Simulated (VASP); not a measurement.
Input:

```
CELL_PARAMETERS angstrom
      2.13841     1.23461     6.97147
     -2.13841     1.23461     6.97147
      0.00000    -2.46922     6.97147
ATOMIC_POSITIONS crystal
  Cd 0.50038 0.50038 0.50038
  Hg 0.99983 0.99983 0.99983
  Se 0.87414 0.87414 0.87414
  Se 0.37564 0.37564 0.37564
```

Calculation: LDA (Ceperley-Alder, Perdew-Zunger), VASP's LDA PAW potentials (set 64) (plane waves; VASP 6.6.1). Numerical set-up: 400 eV cut-off, 9×9×9 Γ-centred mesh, tetrahedra with Blöchl corrections, potentials Cd Hg Se.

Unless said otherwise, spin-orbit coupling is left out, though it shifts the bands of the heavy elements here.

Tabulate the total density of states (states/eV per cell) against energy (eV; zero at the valence-band maximum or, without a gap, the Fermi level).

(E (eV), DOS (states/eV)): (-9.95, 0.00); (-9.73, 0.00); (-9.62, 0.00); (-9.39, 0.00); (-9.28, 0.00); (-9.06, 0.00); (-8.95, 0.00); (-8.73, 0.00); (-8.62, 0.00); (-8.39, 0.00); (-8.28, 3.86); (-8.06, 18.2); (-7.95, 30.7); (-7.73, 6.27); (-7.62, 0.37); (-7.39, 0.00); (-7.17, 0.00); (-7.06, 0.00); (-6.84, 9.26); (-6.73, 18.2); (-6.51, 6.57); (-6.39, 9.94); (-6.17, 6.07); (-6.06, 3.54); (-5.84, 0.00); (-5.73, 0.00); (-5.51, 0.00); (-5.40, 0.00); (-5.17, 2.41); (-5.06, 3.17); (-4.84, 2.64); (-4.73, 1.46); (-4.51, 2.42); (-4.29, 2.63); (-4.17, 1.92); (-3.95, 1.24); (-3.84, 1.04); (-3.62, 0.73); (-3.51, 0.61); (-3.29, 0.52); (-3.18, 0.49); (-2.95, 0.51); (-2.84, 1.83); (-2.62, 3.39); (-2.51, 3.16); (-2.29, 3.31); (-2.18, 4.46); (-1.95, 3.66); (-1.73, 3.77); (-1.62, 3.08); (-1.40, 4.28); (-1.29, 4.01); (-1.07, 3.70); (-0.95, 3.34); (-0.73, 1.86); (-0.62, 1.65); (-0.40, 1.22); (-0.29, 0.89); (-0.07, 0.17); (0.04, 0.00); (0.27, 0.01); (0.38, 0.02); (0.60, 0.04); (0.71, 0.05); (0.93, 0.11); (1.15, 0.18); (1.26, 0.22); (1.49, 0.38); (1.60, 0.61); (1.82, 0.97); (1.93, 1.12); (2.15, 1.31); (2.26, 1.42); (2.49, 1.63); (2.60, 1.75); (2.82, 1.83); (2.93, 1.88); (3.15, 2.26); (3.26, 2.28); (3.49, 2.59)
Within 2 eV below the Fermi level the largest weight inside VASP's projection spheres is Se p.

The structure comes from a computed database's CdHgSe2 entry (R3m); how it stands against other phases isn't given here. It was relaxed first, which changed the volume by -6 %.
